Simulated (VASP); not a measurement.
# Cd2TeO (R-3m) in VASP: relaxation of cell and atoms with PBE

Aim: the relaxation of cell and atoms of Cd2TeO with PBE.

Program: VASP 6.6.1. These are calculated values, not measurements. Logs are shortened: lines on timing, memory, paths and dates and some standing lists are left out, and cuts for length are marked.

**1. Starting point**

Symmetry: R-3m, No. 166, trigonal system. The conventional cell has a = 4.000 Å, b = 4.000 Å, c = 18.900 Å, α = 90.00°, β = 90.00°, γ = 120.00°. Cd (site symmetry 3m) has 3 O at 2.60 Å as nearest neighbours. Around Te (site symmetry -3m) lie 6 Cd at 3.02 Å. Around O (site symmetry -3m) lie 6 Cd at 2.60 Å.

The cell was built by a generator and needn't be a form met in nature.

**2. Relaxation of cell and atoms, PBE**

INCAR

```
SYSTEM = Cd2TeO
PREC     = Normal         ! precision mode
ENCUT    = 520            ! plane-wave cutoff, eV
EDIFF    = 1E-4           ! SCF threshold, eV
ISMEAR   = 0              ! smearing method
SIGMA    = 0.15           ! smearing width, eV
LREAL    = .False.        ! projectors in reciprocal space
LASPH    = .True.         ! aspherical terms in the spheres
NELM     = 60             ! most SCF steps
ALGO     = Fast           ! electronic algorithm
ISIF     = 3              ! what is computed and relaxed
LWAVE    = .False.        ! write WAVECAR
LCHARG   = .False.        ! write CHGCAR
GGA      = PE             ! functional
IBRION   = 2              ! ionic algorithm
NSW      = 24             ! ionic steps
EDIFFG   = -0.08          ! ionic threshold
```

KPOINTS

```
Automatic mesh
0
Gamma
  5 5 5
  0 0 0
```

POSCAR

```
Cd2TeO
1.0
    2.0000000000      1.1547005400      6.3000000000
   -2.0000000000      1.1547005400      6.3000000000
    0.0000000000     -2.3094010800      6.3000000000
Cd Te O
2 1 1
Direct
    0.2300000000      0.2300000000      0.2300000000
    0.7700000000      0.7700000000      0.7700000000
    0.0000000000      0.0000000000      0.0000000000
    0.5000000000      0.5000000000      0.5000000000
```

Potentials or basis: VASP PAW PBE potentials, release 64 (Cd, Te, O).

Command:

```sh
$ cat potpaw_PBE.64/Cd/POTCAR potpaw_PBE.64/Te/POTCAR potpaw_PBE.64/O/POTCAR > POTCAR
$ mpirun -np 1 vasp_std > vasp.out
```

OUTCAR:

```text
SYSTEM = Cd2TeO
   PREC = Normal
   ENCUT = 520
   EDIFF = 1E-4
   ISMEAR = 0
   LREAL = .False.
   LASPH = .True.
   NELM = 60
   ISIF = 3
   GGA = PE
   IBRION = 2
   NSW = 24
   EDIFFG = -0.08

 ion  position               nearest neighbor table
   1  0.230  0.230  0.230-   4 2.60   4 2.60   4 2.60   3 3.02   3 3.02   3 3.02   2 3.33   2 3.33
                             2 3.33
   2  0.770  0.770  0.770-   4 2.60   4 2.60   4 2.60   3 3.02   3 3.02   3 3.02   1 3.33   1 3.33
                             1 3.33
   3  0.000  0.000  0.000-   2 3.02   2 3.02   1 3.02   1 3.02   2 3.02   1 3.02
   4  0.500  0.500  0.500-   1 2.60   1 2.60   2 2.60   2 2.60   1 2.60   2 2.60

  LATTYP: Found a trigonal (rhomboedric) cell.
 ALAT       =     6.7099428714
 COS(alpha) =     0.8223143552

  Lattice vectors:

 A1 = (   2.0000000000,   1.1547005400,   6.3000000000)
 A2 = (  -2.0000000000,   1.1547005400,   6.3000000000)
 A3 = (   0.0000000000,  -2.3094010800,   6.3000000000)

Analysis of symmetry for initial positions (statically):
=====================================================================
 Subroutine PRICEL returns:
 Original cell was already a primitive cell.

 Routine SETGRP: Setting up the symmetry group for a
 trigonal (rhombohedral) supercell.

 Subroutine GETGRP returns: Found 12 space group operations
 (whereof 12 operations were pure point group operations)
 out of a pool of 12 trial point group operations.

The static configuration has the point symmetry D_3d.

Analysis of symmetry for dynamics (positions and initial velocities):
=====================================================================
 Subroutine PRICEL returns:
 Original cell was already a primitive cell.

 Routine SETGRP: Setting up the symmetry group for a
 trigonal (rhombohedral) supercell.

 Subroutine GETGRP returns: Found 12 space group operations
 (whereof 12 operations were pure point group operations)
 out of a pool of 12 trial point group operations.

The dynamic configuration has the point symmetry D_3d.

 Subroutine INISYM returns: Found 12 space group operations
 (whereof 12 operations are pure point group operations),
 and found     1 'primitive' translations

----------------------------------------------------------------------------------------

                                     Primitive cell

  volume of cell :      87.2954

  direct lattice vectors                    reciprocal lattice vectors
     2.000000000  1.154700540  6.300000000     0.250000000  0.144337567  0.052910053
    -2.000000000  1.154700540  6.300000000    -0.250000000  0.144337567  0.052910053
     0.000000000 -2.309401080  6.300000000     0.000000000 -0.288675134  0.052910053

  length of vectors
     6.709942871  6.709942871  6.709942872     0.293483913  0.293483913  0.293483912

  position of ions in fractional coordinates (direct lattice)
     0.230000000  0.230000000  0.230000000
     0.770000000  0.770000000  0.770000000
     0.000000000  0.000000000  0.000000000
     0.500000000  0.500000000  0.500000000

  ion indices of the primitive-cell ions
   primitive index   ion index
                 1           1
                 2           2
                 3           3
                 4           4

----------------------------------------------------------------------------------------

 KPOINTS: Automatic mesh

Automatic generation of k-mesh.
 Grid dimensions read from file:
 generate k-points for:    5    5    5

 Generating k-lattice:

  Cartesian coordinates                     Fractional coordinates (reciprocal lattice)
     0.050000000  0.028867513  0.010582011     0.200000000 -0.000000000  0.000000000
    -0.050000000  0.028867513  0.010582011    -0.000000000  0.200000000  0.000000000
     0.000000000 -0.057735027  0.010582011     0.000000000  0.000000000  0.200000000

  Length of vectors
     0.058696783  0.058696783  0.058696782

  Shift w.r.t. Gamma in fractional coordinates (k-lattice)
     0.000000000  0.000000000  0.000000000

 Subroutine IBZKPT returns following result:
 ===========================================

 Found     19 irreducible k-points:

 Following reciprocal coordinates:
            Coordinates               Weight
  0.000000  0.000000  0.000000      1.000000
  0.200000  0.000000  0.000000      6.000000
  0.400000  0.000000  0.000000      6.000000
  0.200000  0.200000  0.000000      6.000000
  0.400000  0.200000  0.000000     12.000000
 -0.400000  0.200000  0.000000     12.000000
[... 11 lines left out ...]
  0.400000  0.400000  0.400000      2.000000
 -0.400000  0.400000  0.400000      6.000000
   k-points           NKPTS =     19   k-points in BZ     NKDIM =     19   number of bands    NBANDS=     22
   number of dos      NEDOS =    301   number of ions     NIONS =      4
   total plane-waves  NPLWV =  64000
   dimension x,y,z NGX =    40 NGY =   40 NGZ =   40
   dimension x,y,z NGXF=    80 NGYF=   80 NGZF=   80
   ions per type =               2   1   1
   NGX,Y,Z   is equivalent  to a cutoff of   9.91,  9.91,  9.91 a.u.
   NGXF,Y,Z  is equivalent  to a cutoff of  19.82, 19.82, 19.82 a.u.
 SYSTEM =  Cd2TeO
   PREC   = normal    normal or accurate (medium, high low for compatibility)
   ISTART =      0    job   : 0-new  1-cont  2-samecut
   ICHARG =      2    charge: 1-file 2-atom 10-const
   ISPIN  =      1    spin polarized calculation?
   LNONCOLLINEAR =      F non collinear calculations
   LSORBIT =      F    spin-orbit coupling
   LASPH  =      T    aspherical Exc in radial PAW
   ENCUT  =  520.0 eV  38.22 Ry    6.18 a.u.  12.48 12.48 12.48*2*pi/ulx,y,z
   NELM   =     60;   NELMIN=  2; NELMDL= -5     # of ELM steps
   EDIFF  = 0.1E-03   stopping-criterion for ELM
   LREAL  =      F    real-space projection
   EDIFFG = -.8E-01   stopping-criterion for IOM
   NSW    =     24    number of steps for IOM
   IBRION =      2    ionic relax: 0-MD 1-quasi-New 2-CG
   NFREE  =      1    steps in history (QN), initial steepest desc. (CG)
   ISIF   =      3    stress and relaxation
   ISYM   =      2    0-nonsym 1-usesym 2-fastsym
   POTIM  = 0.5000    time-step for ionic-motion
   TEBEG  =    0.0;   TEEND  =   0.0 temperature during run
   PSTRESS=    0.0 pullay stress
   NELECT =      36.0000    total number of electrons
   NUPDOWN=      -1.0000    fix difference up-down
   EMIN   =  10.00;   EMAX   =-10.00  energy-range for DOS
   EFERMI =   0.00;   METHOD = LEGACY
   ISMEAR =     0;   SIGMA  =   0.15  broadening in eV -4-tet -1-fermi 0-gaus
   EFERMI_NEDOS =   21; number of points for ismear=-14 and -15
   IALGO  =     68    algorithm
   IMIX   =      4    mixing-type and parameters
     AMIX     =   0.40;   BMIX     =  1.00
     AMIX_MAG =   1.60;   BMIX_MAG =  1.00
  volume/ion in A,a.u.               =      21.82       147.27
  Fermi-wavevector in a.u.,A,eV,Ry     =   1.218555  2.302736 20.202981  1.484877
  Thomas-Fermi vector in A             =   2.353838
   LORBIT       =      0    0 simple, 1 ext, 2 COOP (PROOUT), +10 PAW based schemes
   GGA     = PE    functional components
   LHFCALC =     F    Hartree Fock is set to
   AEXX    =    0.0000 exact exchange contribution
   IVDW    =     0    specifies the selected vdW correction
   LEPSILON=     F    determine dielectric tensor
   LRPA    =     F    only Hartree local field effects (RPA)
 conjugate gradient relaxation of ions
 non-spin polarized calculation
 RMM-DIIS sequential band-by-band and
 Gauss-broadening in eV      SIGMA  =   0.15
  energy-cutoff  :      520.00
  volume of cell :       87.30
 maximum number of plane-waves:      2393
   NGX = 25   NGY = 25   NGZ = 25

--------------------------------------- Ionic step        1  -------------------------------------------

 number of electron      36.0000002 magnetization

 Free energy of the ion-electron system (eV)
  ---------------------------------------------------
  ext. energy  EPLUGINS =         0.00000000
  ---------------------------------------------------
  free energy    TOTEN  =       -11.10694196 eV

  energy without entropy =      -11.08207389  energy(sigma->0) =      -11.09450792

------------------------ aborting loop because EDIFF is reached ----------------------------------------

  FORCE on cell =-STRESS in cart. coord.  units (eV):
  Direction    XX          YY          ZZ          XY          YZ          ZX
  --------------------------------------------------------------------------------------
  -------------------------------------------------------------------------------------
  Total       -2.5539816     -2.5539817     -0.7362367      0.0000000      0.0000000      0.0000000
  in kB      -46.8745585    -46.8745586    -13.5125357      0.0000000      0.0000000      0.0000000
  external PRESSURE =     -35.7538843 kB  Pullay stress =       0.0000000 kB
[... 95 lines left out ...]
  FREE ENERGIE OF THE ION-ELECTRON SYSTEM (eV)
  ---------------------------------------------------
  free  energy   TOTEN  =       -11.1934500215 eV

  energy  without entropy=      -11.1678224736  energy(sigma->0) =      -11.18063625

[... ionic steps 4 to 7 ...]

--------------------------------------- Ionic step        8  -------------------------------------------

 number of electron      35.9999999 magnetization

------------------------ aborting loop because EDIFF is reached ----------------------------------------

  FORCE on cell =-STRESS in cart. coord.  units (eV):
  Direction    XX          YY          ZZ          XY          YZ          ZX
  --------------------------------------------------------------------------------------
  -------------------------------------------------------------------------------------
  Total       -0.1899861     -0.1899861      0.0161048      0.0000000      0.0000000      0.0000000
  in kB       -3.6908973     -3.6908973      0.3128718      0.0000000      0.0000000      0.0000000
  external PRESSURE =      -2.3563076 kB  Pullay stress =       0.0000000 kB
[... 61 lines left out ...]
  energy  without entropy=      -11.2430419267  energy(sigma->0) =      -11.25508427

--------------------------------------- Ionic step       10  -------------------------------------------

 number of electron      36.0000010 magnetization

 Free energy of the ion-electron system (eV)
  ---------------------------------------------------
  ext. energy  EPLUGINS =         0.00000000
  ---------------------------------------------------
  free energy    TOTEN  =       -11.26871427 eV

  energy without entropy =      -11.24471789  energy(sigma->0) =      -11.25671608

 E-fermi :   4.3888     XC(G=0): -10.4506

 val. band max:        4.3792585901   @ k =   0.2000   0.2000   0.0000
 cond. band min:       4.3998824882   @ k =   0.2000   0.0000   0.0000
 fundamental gap:      0.0206238980
 Fermi energy:         4.3888032559

 k-point     1 :       0.0000    0.0000    0.0000
  band No.  band energies     occupation
      1     -13.5941      2.00000
      2      -7.9484      2.00000
      3      -4.6753      2.00000
      4      -4.6701      2.00000
      5      -4.6701      2.00000
      6      -4.4686      2.00000
[... 495 lines left out ...]
  FREE ENERGIE OF THE ION-ELECTRON SYSTEM (eV)
  ---------------------------------------------------
  free  energy   TOTEN  =       -11.2687142668 eV

  energy  without entropy=      -11.2447178937  energy(sigma->0) =      -11.25671608

 reached required accuracy - stopping structural energy minimisation
```

It took 2.8 min on 1 thread of Intel Xeon Platinum 8488C (Sapphire Rapids), shared host; peak memory 0.27 GiB.

What came out:

| Quantity | Value |
| --- | --- |
| Free energy | -11.2687 eV |
| Relaxed volume | 20.58 Å³/atom |
| Relaxed cell | a = 7.023 Å, b = 7.023 Å, c = 7.023 Å, α = 31.16°, β = 31.16°, γ = 31.16° |
| Space group after relaxing (to 0.05 Å) | R-3m (No. 166) |
| Energy gained by relaxing | 40.4 meV/atom |
| Ionic steps | 10 |
| Pressure after relaxing | -0.1 GPa |
| Largest force after relaxing | 0.015 eV/Å |
| Band gap on the k mesh | none (metal or under the smearing width) |

Forces on the atoms (eV/Å):
```
Cd   0.000  0.000  0.015
Cd   0.000  0.000 -0.015
Te   0.000  0.000  0.000
O    0.000  0.000  0.000
```

Step by step:
```
step  energy change (eV)  largest force (eV/Å)  pressure (GPa)  volume (Å³)
   1              0.0000                0.2221           -3.58        87.30
   2             -0.0865                0.2846            0.82        81.27
   3             -0.0865                0.2921            0.96        81.30
   4             -0.1161                0.1884            0.76        81.33
   5             -0.1553                0.1735            0.83        81.25
   6             -0.1558                0.1286            0.87        81.27
   7             -0.1582                0.0623           -0.87        83.31
   8             -0.1602                0.0925           -0.24        82.47
   9             -0.1602                0.0975           -0.20        82.42
  10             -0.1618                0.0151           -0.13        82.33
```

Final structure:
```
Cd Te O
1.0
     1.88661    1.08924    6.67697
    -1.88661    1.08924    6.67697
     0.00000   -2.17847    6.67697
Cd Te O
2 1 1
Direct
  0.22674 0.22674 0.22674
  0.77326 0.77326 0.77326
  0.00000 0.00000 0.00000
  0.50000 0.50000 0.50000
```

Levels at points of the mesh, in eV from the Fermi level:
| k point | band 14 | band 15 | band 16 | band 17 | band 18 | band 19 | band 20 | band 21 | band 22 |
| --- | --- | --- | --- | --- | --- | --- | --- | --- | --- |
| (0.00, 0.00, 0.00) | -2.75 | -2.64 | -2.64 | -2.26 | 0.61 | 0.61 | 4.10 | 6.14 | 6.14 |

Caveat: the k mesh is coarse (spacing up to 0.37 Å⁻¹), so the values aren't converged; the relaxation stopped at a loose force limit of 0.08 eV/Å, so its end isn't a converged minimum.
